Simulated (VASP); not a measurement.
Input for VASP

POSCAR:
```
V
1.0
 -1.4374266547   1.4374266547   1.4374266547
  1.4374266547  -1.4374266547   1.4374266547
  1.4374266547   1.4374266547  -1.4374266547
V
1
Cartesian
  0.0000000000   0.0000000000   0.0000000000
```

KPOINTS:
```
Automatic mesh
0
G
 18 18 18
```

INCAR:
```
SYSTEM=V
PREC=Accurate; ENCUT=500; LREAL=.FALSE.
LASPH=.TRUE.
EDIFF=1E-6; NELM=100; ALGO=Normal
LMAXMIX=4
ISMEAR=1; SIGMA=0.1
GGA=PS
IBRION=2; NSW=40; ISIF=3
EDIFFG=-0.02; PSTRESS=300
LWAVE=.FALSE.; LCHARG=.FALSE.
```

POTCAR, in this order: V_sv (PBE.64 set). Program: vasp_std.

**Question.** Write an equivalent input for Ansatz.

**Answer.** One equivalent input (not run):
Ansatz 0.2 input:
```yaml
crystal:
  lattice:
    - [-1.4374267, 1.4374267, 1.4374267]
    - [1.4374267, -1.4374267, 1.4374267]
    - [1.4374267, 1.4374267, -1.4374267]
  atoms:
    - { symbol: V, position: [0.0000000, 0.0000000, 0.0000000] }
kpoints:
  mp_grid: { grid: [18, 18, 18] }
hamiltonian:
  xc: pbesol
  pseudopotentials: { kind: paw }
scf:
  occupations: { method: methfessel_paxton, width: 0.1 }
  max_iter: 100
relax:
  max_steps: 40
  f_tol: 0.02
  cell: { p_target: 30 }
output: { forces: true, stress: true, eigenvalues: true }
```
The two are equivalent in intent, not identical: each code has its own PAW files, so the cut-off isn't converted (ENCUT is set for VASP's; basis.ecutwfc is left out, and Ansatz then takes the one that its files recommend); Ansatz stops its SCF on the density residual and VASP on the energy change (EDIFF).

The compound is V in the bcc structure. This run relaxes it under an external pressure of 30 GPa. Symmetry was kept, so distortions that lower it aren't found.
